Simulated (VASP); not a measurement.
An input for Ansatz (written as the equivalent of a VASP run, and not itself run):

Ansatz 0.2 input:
```yaml
crystal:
  lattice:
    - [0.0000000, 1.9983557, 1.9983557]
    - [1.9983557, 0.0000000, 1.9983557]
    - [1.9983557, 1.9983557, 0.0000000]
  atoms:
    - { symbol: Au, position: [0.0000000, 0.0000000, 0.0000000] }
kpoints:
  mp_grid: { grid: [15, 15, 15] }
hamiltonian:
  xc: pbesol
  pseudopotentials: { kind: paw }
scf:
  occupations: { method: methfessel_paxton, width: 0.1 }
  max_iter: 100
output: { forces: true, stress: true, eigenvalues: true }
```

Task: Translate this input to VASP (INCAR, KPOINTS, POSCAR, choice of POTCAR).

Result: This is not unique; one that fits is 
### KPOINTS
```
Automatic mesh
0
Gamma
15 15 15
0 0 0
```

INCAR:
```
# general
SYSTEM  = Au
PREC    = Accurate
ENCUT   = 520   # plane-wave cut-off (eV)
LREAL   = F
LASPH   = T

# electronic loop
EDIFF   = 1E-7
NELM    = 100   # most electronic steps
ALGO    = Normal
LMAXMIX = 6   # l cut-off of mixed one-centre charges

# smearing
ISMEAR  = 1   # Methfessel-Paxton
SIGMA   = 0.1

# functional
GGA     = PS

# ions
ISIF    = 2

# output
LWAVE   = F
LCHARG  = F
```

File POSCAR:
```
Au
1
    0.0000000000     1.9983556618     1.9983556618
    1.9983556618     0.0000000000     1.9983556618
    1.9983556618     1.9983556618     0.0000000000
Au
1
Direct
  0.0000000000   0.0000000000   0.0000000000
```

POTCAR, in this order: Au (PBE.64 set). Program: vasp_std.

What does not carry over: each code has its own PAW files, so the cut-off isn't converted (ENCUT is set for VASP's; basis.ecutwfc is left out, and Ansatz then takes the one that its files recommend); Ansatz stops its SCF on the density residual and VASP on the energy change (EDIFF).

The compound is Au in the fcc structure. This cell is one point of a volume scan, at 0.94 of the reference volume.
